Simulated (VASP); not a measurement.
Computed with r2SCAN meta-GGA, VASP's PBE PAW potentials (set 64) (plane waves; VASP).

The input files of a VASP run:

### KPOINTS
```
Automatic mesh
0
Gamma
8 8 6
0 0 0
```

**INCAR**
```
SYSTEM = Ga
PREC = Accurate
ENCUT = 480
EDIFF = 1E-7
NELM = 100
ALGO = Normal
LREAL = .FALSE.
LASPH = .TRUE.
ISMEAR = 1
SIGMA = 0.1
METAGGA = R2SCAN
LMIXTAU = .TRUE.
LMAXMIX = 4
LWAVE = .FALSE.
LCHARG = .FALSE.
ISIF = 2
```

POSCAR:
```
Ga
1
    2.2094571659    -3.7936948579    -0.0000000000
    2.2094571659     3.7936948579     0.0000000000
    0.0000000000     0.0000000000     4.5448735427
Ga
4
Direct
  0.1556601744   0.8443398256   0.9155154573
  0.3443398256   0.6556601744   0.4375182697
  0.6556601744   0.3443398256   0.5844845427
  0.8443398256   0.1556601744   0.0844845427
```

POTCAR, in this order: Ga_d (PBE.64 set). Program: vasp_std.

What VASP printed:

**OSZICAR**
```
       N       E                     dE             d eps       ncg     rms          rms(c)
DAV:   1     0.315174392926E+03    0.31517E+03   -0.25866E+04  7137   0.315E+03
DAV:   2    -0.977636715477E+01   -0.32495E+03   -0.31965E+03  7306   0.563E+02
DAV:   3    -0.494035091803E+02   -0.39627E+02   -0.39172E+02  7999   0.154E+02
DAV:   4    -0.505186904399E+02   -0.11152E+01   -0.11100E+01  7881   0.304E+01
DAV:   5    -0.505437545985E+02   -0.25064E-01   -0.25060E-01  8587   0.457E+00    0.261E+00
DAV:   6    -0.463359020442E+02    0.42079E+01   -0.14191E+00  8503   0.171E+01    0.142E+00
DAV:   7    -0.445781129119E+02    0.17578E+01   -0.62622E-01  7782   0.703E+00    0.754E-01
DAV:   8    -0.457125768687E+02   -0.11345E+01   -0.49596E-01  7241   0.500E+00    0.311E-01
DAV:   9    -0.457182000270E+02   -0.56232E-02   -0.70682E-02  7753   0.286E+00    0.129E-01
DAV:  10    -0.457286915119E+02   -0.10491E-01   -0.15871E-02  8062   0.208E+00    0.760E-02
DAV:  11    -0.457305164227E+02   -0.18249E-02   -0.10995E-02  7635   0.126E+00    0.711E-02
DAV:  12    -0.457311191269E+02   -0.60270E-03   -0.75799E-04  7796   0.548E-01    0.535E-02
DAV:  13    -0.457319213261E+02   -0.80220E-03   -0.61008E-04  7754   0.315E-01    0.285E-02
DAV:  14    -0.457332155722E+02   -0.12942E-02   -0.14600E-03  7397   0.349E-01    0.113E-02
DAV:  15    -0.457332137724E+02    0.17999E-05   -0.71261E-05  8562   0.108E-01    0.550E-03
DAV:  16    -0.457332235052E+02   -0.97328E-05   -0.73221E-06  7841   0.366E-02    0.359E-03
DAV:  17    -0.457332187967E+02    0.47085E-05   -0.16138E-05  7810   0.457E-02    0.364E-03
DAV:  18    -0.457332279263E+02   -0.91296E-05   -0.94038E-06  7432   0.362E-02    0.650E-04
DAV:  19    -0.457332279735E+02   -0.47217E-07   -0.16377E-06  8167   0.161E-02    0.729E-04
DAV:  20    -0.457332284319E+02   -0.45838E-06   -0.17945E-07  4731   0.885E-03    0.331E-04
DAV:  21    -0.457332289318E+02   -0.49993E-06   -0.38312E-08  4269   0.634E-03    0.129E-04
DAV:  22    -0.457332290161E+02   -0.84267E-07   -0.55306E-08  4003   0.323E-03
   1 F= -.45733229E+02 E0= -.45733404E+02  d E =0.523658E-03
```

File OUTCAR:
```
------------------------ aborting loop because EDIFF is reached ----------------------------------------
  FORCE on cell =-STRESS in cart. coord.  units (eV):
  Direction    XX          YY          ZZ          XY          YZ          ZX
  --------------------------------------------------------------------------------------
  Total        0.0087959      0.6175665      0.3028963      0.0000000      0.1722014      0.0000000
  in kB        0.1849667     12.9865716      6.3694914      0.0000000      3.6211585      0.0000000
  external PRESSURE =       6.5136766 kB  Pullay stress =       0.0000000 kB
  volume of cell :       76.19
      direct lattice vectors                 reciprocal lattice vectors
     2.209457166 -3.793694858  0.000000000     0.226299929 -0.131797632  0.000000000
     2.209457166  3.793694858  0.000000000     0.226299929  0.131797632  0.000000000
     0.000000000  0.000000000  4.544873543     0.000000000  0.000000000  0.220028124
 POSITION                                       TOTAL-FORCE (eV/Angst)
 -----------------------------------------------------------------------------------
      2.20946      2.61264      4.16090         0.000000      0.051281      0.310753
      2.20946      1.18105      1.98847         0.000000      0.062126     -0.462618
      2.20946     -1.18105      2.65641         0.000000     -0.098406      0.033839
      2.20946     -2.61264      0.38397         0.000000     -0.015000      0.118026
 -----------------------------------------------------------------------------------
    total drift:                               -0.000000     -0.003943     -0.005651
  FREE ENERGIE OF THE ION-ELECTRON SYSTEM (eV)
  ---------------------------------------------------
  free  energy   TOTEN  =       -45.7332290161 eV

  energy  without entropy=      -45.7337526744  energy(sigma->0) =      -45.73340357
```
(Selected blocks of OUTCAR.)

The compound is Ga in the alpha structure. This cell was strained or had an atom moved on purpose.
